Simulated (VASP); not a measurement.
# Ge under biaxial strain

How does Ge answer to strain in the plane, when the third axis is free? The starting structure is a measured crystal structure from the Crystallography Open Database. All runs use LDA. The equilibrium cell comes from relaxations that aren't shown. The strained plane is (001) of the cubic or hexagonal setting. Its Cartesian x and y axes are then stretched or squeezed alike, and the third axis is relaxed.

Main program and level: VASP 6.6.1; Kohn-Sham DFT with plane waves and PAW; LDA.

## 1. The structure

The structure is cubic, space group Fd-3m (No. 227). Conventional cell: a = 5.658 Å, b = 5.658 Å, c = 5.658 Å, α = 90.00°, β = 90.00°, γ = 90.00°. Nearest to Ge lie 4 Ge at 2.45 Å.

Coordinates:

```cif
data_structure
_symmetry_space_group_name_H-M 'Fd-3m:1'
_symmetry_Int_Tables_number 227
_cell_length_a 5.6578
_cell_length_b 5.6578
_cell_length_c 5.6578
_cell_angle_alpha 90.000
_cell_angle_beta 90.000
_cell_angle_gamma 90.000
_cell_volume 181.11
loop_
_atom_site_label
_atom_site_type_symbol
_atom_site_symmetry_multiplicity
_atom_site_Wyckoff_symbol
_atom_site_fract_x
_atom_site_fract_y
_atom_site_fract_z
_atom_site_occupancy
Ge1 Ge 8 a 0.00000 0.00000 0.00000 1
```

## 2. Relaxation at no strain

This run starts from the cell of an earlier relaxation, which isn't shown; the restart sets up the plane waves anew.

INCAR reads:

```
SYSTEM = Ge
PREC = Accurate
ENCUT = 500
EDIFF = 1E-07
NELM = 100
ISMEAR = 0
SIGMA = 0.05
LREAL = .FALSE.
ALGO = Normal
GGA = CA
NBANDS = 34
LORBIT = 11
LWAVE = .FALSE.
LCHARG = .FALSE.
KPAR = 8
IBRION = 2
NSW = 50
ISIF = 3
EDIFFG = -0.003
LATTICE_CONSTRAINTS = .FALSE. .FALSE. .TRUE.
```

POSCAR reads:

```
Ge
1.0
    3.9764803261      0.0000000000      0.0000000000
    0.0000000000      3.9764803261      0.0000000000
    0.0000000000      0.0000000000      5.6187492714
Ge
4
Direct
    0.0000000000      0.0000000000      0.5000000000
    0.5000000000      0.5000000000      0.0000000000
    0.5000000000      0.0000000000      0.7500000000
    0.0000000000      0.5000000000      0.2500000000
```

KPOINTS reads:

```
Automatic mesh
0
Gamma
8 8 6
0 0 0
```

Potentials, in the order of the species: Ge_d (LDA family, release 64).

Run with:

```sh
$ mpirun -np 8 vasp_std
```

The program printed:

```text
[banner, memory and clock lines left out]
running    8 mpi-ranks, on    1 nodes
 distrk:  each k-point on    1 cores,    8 groups
 distr:  one band on    1 cores,    1 groups

 POSCAR found type information on POSCAR Ge
 POSCAR found :  1 types and       4 ions
|                                                                             |
|           W    W    AA    RRRRR   N    N  II  N    N   GGGG   !!!           |
|           W    W   A  A   R    R  NN   N  II  NN   N  G    G  !!!           |
|           W    W  A    A  R    R  N N  N  II  N N  N  G       !!!           |
|           W WW W  AAAAAA  RRRRR   N  N N  II  N  N N  G  GGG   !            |
|           WW  WW  A    A  R   R   N   NN  II  N   NN  G    G                |
|           W    W  A    A  R    R  N    N  II  N    N   GGGG   !!!           |
|                                                                             |
|     For optimal performance we recommend to set                             |
|       NCORE = 2 up to number-of-cores-per-socket                            |
|     NCORE specifies how many cores store one orbital (NPAR=cpu/NCORE).      |
|     This setting can greatly improve the performance of VASP for DFT.       |
|     The default, NCORE=1 might be grossly inefficient on modern             |
|     multi-core architectures or massively parallel machines. Do your        |
|     Unfortunately you need to use the default for GW and RPA                |
|     calculations (for HF NCORE is supported but not extensively tested      |
|     yet).                                                                   |
|                                                                             |

 LDA part: xc-table for (Slater(with rela. corr.)+CA(PZ))
 , standard interpolation
 POSCAR, INCAR and KPOINTS ok, starting setup
 FFT: planning ... GRIDC
 FFT: planning ... GRID_SOFT
 FFT: planning ... GRID
 WAVECAR not read
 entering main loop
       N       E                     dE             d eps       ncg     rms          rms(c)
DAV:   1     0.482788970192E+03    0.48279E+03   -0.28505E+04  4588   0.440E+03
DAV:   2     0.609975975386E+02   -0.42179E+03   -0.41463E+03  4080   0.798E+02
DAV:   3    -0.171412729931E+02   -0.78139E+02   -0.77301E+02  4578   0.211E+02
DAV:   4    -0.210590672878E+02   -0.39178E+01   -0.39089E+01  4602   0.563E+01
DAV:   5    -0.211399405628E+02   -0.80873E-01   -0.80838E-01  4692   0.873E+00    0.478E+00
DAV:   6    -0.208964907941E+02    0.24345E+00   -0.11475E-01  4532   0.227E+00    0.273E+00
DAV:   7    -0.207736933239E+02    0.12280E+00   -0.18875E-01  4308   0.242E+00    0.190E-01
DAV:   8    -0.207753910010E+02   -0.16977E-02   -0.14180E-02  4728   0.104E+00    0.894E-02
DAV:   9    -0.207755223996E+02   -0.13140E-03   -0.23245E-04  4744   0.987E-02    0.220E-02
DAV:  10    -0.207755141609E+02    0.82387E-05   -0.20788E-05  5386   0.648E-02    0.127E-02
DAV:  11    -0.207755140254E+02    0.13552E-06   -0.23008E-06  4892   0.162E-02    0.225E-03
DAV:  12    -0.207755138790E+02    0.14640E-06   -0.48677E-07  3880   0.557E-03    0.582E-04
DAV:  13    -0.207755138757E+02    0.32560E-08   -0.26735E-08  2314   0.113E-03
   1 F= -.20775514E+02 E0= -.20775400E+02  d E =-.207755E+02
 curvature:   0.00 expect dE= 0.000E+00 dE for cont linesearch  0.000E+00
 trial: gam= 0.00000 g(F)=  0.147E-57 g(S)=  0.468E-06 ort = 0.000E+00 (trialstep = 0.100E+01)
 search vector abs. value=  0.468E-06
 reached required accuracy - stopping structural energy minimisation
```

Elapsed: 9.2 s, on 8 MPI ranks of Intel Xeon 6975P-C (Granite Rapids), shared host; peak memory 2 GiB; 70 s of CPU time.

Lines that name or quote the potential files are left out of all logs, and their timing lines are given in words.

Parts of OUTCAR (step 2):

```text
ion  position               nearest neighbor table
   1  0.000  0.000  0.500-   3 2.43   4 2.43   4 2.43   3 2.43
   2  0.500  0.500  0.000-   3 2.43   4 2.43   3 2.43   4 2.43
   3  0.500  0.000  0.750-   1 2.43   2 2.43   2 2.43   1 2.43
   4  0.000  0.500  0.250-   1 2.43   2 2.43   1 2.43   2 2.43

  LATTYP: Found a simple tetragonal cell.
 ALAT       =     3.9764803261
 C/A-ratio  =     1.4129956169

 Subroutine GETGRP returns: Found 16 space group operations
 (whereof  8 operations were pure point group operations)

The static configuration has the point symmetry D_2d.
 The point group associated with its full space group is D_4h.

 Found     60 irreducible k-points:

   k-points           NKPTS =     60   k-points in BZ     NKDIM =     60   number of bands    NBANDS=     34

   dimension x,y,z NGX =    30 NGY =   30 NGZ =   42
   dimension x,y,z NGXF=    60 NGYF=   60 NGZF=   84

   ENCUT  =  500.0 eV  36.75 Ry    6.06 a.u.   7.25  7.25 10.24*2*pi/ulx,y,z

   NELECT =      56.0000    total number of electrons

 k-points in reciprocal lattice and weights: Automatic mesh
   0.00000000  0.00000000  0.00000000       0.003
   0.12500000  0.00000000  0.00000000       0.010
   0.25000000  0.00000000  0.00000000       0.010
   0.37500000  0.00000000  0.00000000       0.010
   0.50000000  0.00000000  0.00000000       0.005
   0.12500000  0.12500000  0.00000000       0.010
   0.25000000  0.12500000  0.00000000       0.021
   0.37500000  0.12500000  0.00000000       0.021
   0.50000000  0.12500000  0.00000000       0.010
[...]
0.50000000  0.37500000  0.50000000       0.010
   0.50000000  0.50000000  0.50000000       0.003

 average (electrostatic) potential at core
       1 -75.2401       2 -75.2401       3 -75.2401       4 -75.2401

 E-fermi :   4.9441

 k-point     1 :       0.0000    0.0000    0.0000
  band No.  band energies     occupation
    ...
     25       1.7655      2.00000
     26       4.9095      1.67190
     27       4.9095      1.67190
     28       4.9155      1.58034
     29       4.9423      1.04024
     30       5.5485      0.00000
     31       5.5485      0.00000
     32       7.4435      0.00000
     33       7.4484      0.00000
     34       7.4484      0.00000

 k-point     2 :       0.1250    0.0000    0.0000
  band No.  band energies     occupation
    ...
     24       1.1633      2.00000
     25       1.8806      2.00000
     26       3.0592      2.00000
     27       4.3200      2.00000
     28       4.8171      1.99967
     29       5.6580      0.00000
     30       6.1459      0.00000
     31       6.6620      0.00000
     32       7.5932      0.00000
     33       7.6535      0.00000
    ...

 k-point     3 :       0.2500    0.0000    0.0000
  band No.  band energies     occupation
    ...
     24       0.4588      2.00000
     25       1.2369      2.00000
     26       2.2152      2.00000
     27       3.1186      2.00000
     28       4.5190      2.00000
     29       5.9707      0.00000
     30       6.6243      0.00000
     31       8.0254      0.00000
     32       8.1674      0.00000
     33       8.9572      0.00000
    ...

  Total        0.0370594      0.0370594     -0.0062304      0.0000000      0.0000000     -0.0000000
  in kB        0.6683006      0.6683006     -0.1123533      0.0000000      0.0000000     -0.0000000
  external PRESSURE =       0.4080826 kB  Pullay stress =       0.0000000 kB

  energy-cutoff  :      500.00
  volume of cell :       88.85
      direct lattice vectors                 reciprocal lattice vectors
     3.976480326  0.000000000  0.000000000     0.251478674  0.000000000  0.000000000
     0.000000000  3.976480326  0.000000000     0.000000000  0.251478674  0.000000000
     0.000000000  0.000000000  5.618749271     0.000000000  0.000000000  0.177975551

 POSITION                                       TOTAL-FORCE (eV/Angst)
 -----------------------------------------------------------------------------------
      0.00000      0.00000      2.80937         0.000000      0.000000      0.000000
      1.98824      1.98824      0.00000        -0.000000     -0.000000     -0.000000
      1.98824      0.00000      4.21406         0.000000      0.000000     -0.000000
      0.00000      1.98824      1.40469        -0.000000     -0.000000     -0.000000
 -----------------------------------------------------------------------------------
    total drift:                                0.000000      0.000000      0.000000

  FREE ENERGIE OF THE ION-ELECTRON SYSTEM (eV)
  ---------------------------------------------------
  free  energy   TOTEN  =       -20.7755138757 eV

  energy  without entropy=      -20.7752859959  energy(sigma->0) =      -20.77539994

 reached required accuracy - stopping structural energy minimisation

 total charge
# of ion       s       p       d       tot
------------------------------------------
    1        1.139   1.284  10.026  12.449
    2        1.139   1.284  10.026  12.449
    3        1.139   1.284  10.026  12.449
    4        1.139   1.284  10.026  12.449
--------------------------------------------------
tot          4.555   5.137  40.104  49.795

[... 3 further parts left out ...]
```

CONTCAR:

```
Ge
   1.00000000000000
     3.9764803260999999    0.0000000000000000    0.0000000000000000
     0.0000000000000000    3.9764803260999999    0.0000000000000000
     0.0000000000000000    0.0000000000000000    5.6187492713999996
  Ge
     4
Direct
     0.0000000000000000    0.0000000000000000    0.5000000000000000
     0.5000000000000000    0.5000000000000000    0.0000000000000000
     0.5000000000000000    0.0000000000000000    0.7500000000000000
     0.0000000000000000    0.5000000000000000    0.2500000000000000
```

The run keeps the 16 symmetry operations of its start, so it cannot find a distortion of lower symmetry.

No strain: 22.211 Å³ an atom and a mean stress of 0.04 GPa, with a third cell vector of 5.619 Å, and no clear gap on the mesh.

## 3. Relaxation at -2 % along x and y

This run starts from the cell of an earlier relaxation, which isn't shown; the restart sets up the plane waves anew.

INCAR is that of step 2.

POSCAR reads:

```
Ge
1.0
    3.8969507196      0.0000000000      0.0000000000
    0.0000000000      3.8969507196      0.0000000000
    0.0000000000      0.0000000000      5.7034739557
Ge
4
Direct
    0.0000000000      0.0000000000      0.5000000000
    0.5000000000      0.5000000000      0.0000000000
    0.5000000000      0.0000000000      0.7500000000
    0.0000000000      0.5000000000      0.2500000000
```

KPOINTS is that of step 2.

Run with:

```sh
$ mpirun -np 8 vasp_std
```

The program printed:

```text
[banner, memory and clock lines left out]
running    8 mpi-ranks, on    1 nodes
[...]
[... a notice as in an earlier step ...]

 LDA part: xc-table for (Slater(with rela. corr.)+CA(PZ))
 , standard interpolation
 POSCAR, INCAR and KPOINTS ok, starting setup
[...]
entering main loop
       N       E                     dE             d eps       ncg     rms          rms(c)
DAV:   1     0.485361834688E+03    0.48536E+03   -0.28341E+04  4612   0.445E+03
DAV:   2     0.612525162478E+02   -0.42411E+03   -0.41601E+03  4080   0.796E+02
DAV:   3    -0.168799926395E+02   -0.78133E+02   -0.77258E+02  4440   0.210E+02
DAV:   4    -0.210474905352E+02   -0.41675E+01   -0.41566E+01  4756   0.576E+01
[...]
DAV:  11    -0.207418001814E+02    0.37619E-06   -0.25754E-06  4926   0.171E-02    0.234E-03
DAV:  12    -0.207418000319E+02    0.14956E-06   -0.49748E-07  3892   0.663E-03    0.682E-04
DAV:  13    -0.207418000297E+02    0.21664E-08   -0.27734E-08  2324   0.120E-03
   1 F= -.20741800E+02 E0= -.20741702E+02  d E =-.207418E+02
[...]
reached required accuracy - stopping structural energy minimisation
```

It took 7.8 s on 8 MPI ranks; peak memory 1.9 GiB; 56 s of CPU time.

OUTCAR, selected parts (step 3):

```text
  Total        1.5969438      1.5969438      0.0034989      0.0000000      0.0000000     -0.0000000
  in kB       29.5400287     29.5400287      0.0647226      0.0000000      0.0000000     -0.0000000
  external PRESSURE =      19.7149267 kB  Pullay stress =       0.0000000 kB

 POSITION                                       TOTAL-FORCE (eV/Angst)
 -----------------------------------------------------------------------------------
      0.00000      0.00000      2.85174         0.000000     -0.000000     -0.000000
      1.94848      1.94848      0.00000        -0.000000     -0.000000      0.000000
      1.94848      0.00000      4.27761         0.000000      0.000000      0.000000
      0.00000      1.94848      1.42587        -0.000000      0.000000      0.000000
 -----------------------------------------------------------------------------------
    total drift:                                0.000000      0.000000      0.000000

  FREE ENERGIE OF THE ION-ELECTRON SYSTEM (eV)
  ---------------------------------------------------
  free  energy   TOTEN  =       -20.7418000297 eV

  energy  without entropy=      -20.7416047695  energy(sigma->0) =      -20.74170240

[... 2 parts as in an earlier step ...]

[... 2 further parts left out ...]
[key lines of the parts left out:]
E-fermi :   5.2997
```

-2 % along x and y: 21.654 Å³ an atom and a mean stress of 1.97 GPa, with a third cell vector of 5.703 Å, and 0.086 eV of gap on the mesh.

## 4. Relaxation at +2 % along x and y

This run starts from the cell of an earlier relaxation, which isn't shown; the restart sets up the plane waves anew.

INCAR is that of step 3.

POSCAR reads:

```
Ge
1.0
    4.0560099326      0.0000000000      0.0000000000
    0.0000000000      4.0560099326      0.0000000000
    0.0000000000      0.0000000000      5.5308846120
Ge
4
Direct
    0.0000000000      0.0000000000      0.5000000000
    0.5000000000      0.5000000000      0.0000000000
    0.5000000000      0.0000000000      0.7500000000
    0.0000000000      0.5000000000      0.2500000000
```

KPOINTS is that of step 3.

Run with:

```sh
$ mpirun -np 8 vasp_std
```

The program printed:

```text
[... set-up lines as in an earlier step ...]
 entering main loop
       N       E                     dE             d eps       ncg     rms          rms(c)
DAV:   1     0.480242675686E+03    0.48024E+03   -0.28380E+04  4604   0.437E+03
DAV:   2     0.604705072739E+02   -0.41977E+03   -0.41231E+03  4088   0.787E+02
DAV:   3    -0.170069890629E+02   -0.77477E+02   -0.76496E+02  4574   0.209E+02
DAV:   4    -0.210154223360E+02   -0.40084E+01   -0.39932E+01  4720   0.559E+01
[...]
DAV:  11    -0.207520617376E+02    0.31268E-07   -0.20614E-06  4822   0.145E-02    0.294E-03
DAV:  12    -0.207520615751E+02    0.16259E-06   -0.53415E-07  3884   0.458E-03    0.527E-04
DAV:  13    -0.207520615731E+02    0.19936E-08   -0.28028E-08  2350   0.120E-03
   1 F= -.20752062E+02 E0= -.20752010E+02  d E =-.207521E+02
[...]
reached required accuracy - stopping structural energy minimisation
```

Elapsed: 8.8 s, on 8 MPI ranks; peak memory 2 GiB; 65 s of CPU time.

From OUTCAR (step 4):

```text
  Total       -1.3201392     -1.3201392      0.0106639      0.0000000      0.0000000     -0.0000000
  in kB      -23.2454353    -23.2454353      0.1877741      0.0000000      0.0000000     -0.0000000
  external PRESSURE =     -15.4343655 kB  Pullay stress =       0.0000000 kB

 POSITION                                       TOTAL-FORCE (eV/Angst)
 -----------------------------------------------------------------------------------
      0.00000      0.00000      2.76544        -0.000000     -0.000000     -0.000000
      2.02800      2.02800      0.00000         0.000000     -0.000000      0.000000
      2.02800      0.00000      4.14816        -0.000000      0.000000      0.000000
      0.00000      2.02800      1.38272        -0.000000      0.000000      0.000000
 -----------------------------------------------------------------------------------
    total drift:                                0.000000      0.000000      0.000000

  FREE ENERGIE OF THE ION-ELECTRON SYSTEM (eV)
  ---------------------------------------------------
  free  energy   TOTEN  =       -20.7520615731 eV

  energy  without entropy=      -20.7519574308  energy(sigma->0) =      -20.75200950

[... 2 parts as in an earlier step ...]

[... 2 further parts left out ...]
[key lines of the parts left out:]
E-fermi :   4.6414
```

+2 % along x and y: 22.747 Å³ an atom and a mean stress of -1.54 GPa, with a third cell vector of 5.531 Å, and 0.117 eV of gap on the mesh.

## 5. Relaxation at -1 % along x and y

This run starts from the cell of an earlier relaxation, which isn't shown; the restart sets up the plane waves anew.

INCAR is that of step 4.

POSCAR reads:

```
Ge
1.0
    3.9367155228      0.0000000000      0.0000000000
    0.0000000000      3.9367155228      0.0000000000
    0.0000000000      0.0000000000      5.6597398074
Ge
4
Direct
    0.0000000000      0.0000000000      0.5000000000
    0.5000000000      0.5000000000      0.0000000000
    0.5000000000      0.0000000000      0.7500000000
    0.0000000000      0.5000000000      0.2500000000
```

KPOINTS is that of step 4.

Run with:

```sh
$ mpirun -np 8 vasp_std
```

The program printed:

```text
[... set-up lines as in an earlier step ...]
 entering main loop
       N       E                     dE             d eps       ncg     rms          rms(c)
DAV:   1     0.481504549249E+03    0.48150E+03   -0.28438E+04  4654   0.443E+03
DAV:   2     0.605973329662E+02   -0.42091E+03   -0.41301E+03  4080   0.790E+02
DAV:   3    -0.170356308191E+02   -0.77633E+02   -0.76873E+02  4530   0.209E+02
DAV:   4    -0.210634518800E+02   -0.40278E+01   -0.40183E+01  4680   0.566E+01
[...]
DAV:  11    -0.207666696673E+02    0.24988E-06   -0.25018E-06  4904   0.171E-02    0.195E-03
DAV:  12    -0.207666695339E+02    0.13343E-06   -0.46840E-07  3876   0.653E-03    0.622E-04
DAV:  13    -0.207666695310E+02    0.28922E-08   -0.26338E-08  2344   0.116E-03
   1 F= -.20766670E+02 E0= -.20766605E+02  d E =-.207667E+02
[...]
reached required accuracy - stopping structural energy minimisation
```

Run time: 9.4 s. Hardware: 8 MPI ranks; peak memory 1.9 GiB; 70 s of CPU time.

OUTCAR, selected parts (step 5):

```text
  Total        0.7934341      0.7934341      0.0051877      0.0000000      0.0000000      0.0000000
  in kB       14.4929547     14.4929547      0.0947591      0.0000000      0.0000000      0.0000000
  external PRESSURE =       9.6935562 kB  Pullay stress =       0.0000000 kB

 POSITION                                       TOTAL-FORCE (eV/Angst)
 -----------------------------------------------------------------------------------
      0.00000      0.00000      2.82987        -0.000000      0.000000     -0.000000
      1.96836      1.96836      0.00000         0.000000     -0.000000     -0.000000
      1.96836      0.00000      4.24480        -0.000000      0.000000     -0.000000
      0.00000      1.96836      1.41493         0.000000     -0.000000      0.000000
 -----------------------------------------------------------------------------------
    total drift:                                0.000000      0.000000      0.000000

  FREE ENERGIE OF THE ION-ELECTRON SYSTEM (eV)
  ---------------------------------------------------
  free  energy   TOTEN  =       -20.7666695310 eV

  energy  without entropy=      -20.7665410577  energy(sigma->0) =      -20.76660529

[... 2 parts as in an earlier step ...]

[... 2 further parts left out ...]
[key lines of the parts left out:]
E-fermi :   5.1326
```

-1 % along x and y: 21.928 Å³ an atom and a mean stress of 0.97 GPa, with a third cell vector of 5.660 Å, and 0.102 eV of gap on the mesh.

[end of part 1 of 2]

[Lines on the potential files, build, host, timing and source positions are cut from VASP's logs without a mark.]

[Logs are printed without paths, hosts, clocks, repeated set-up lines and the standing remarks that a program may print on its own settings, such as how far it seeks lower states.]

[Hosts, paths, dates, database ids (printed as entryN), source tags and the programs' standing remarks are cut or masked in the printed files.]
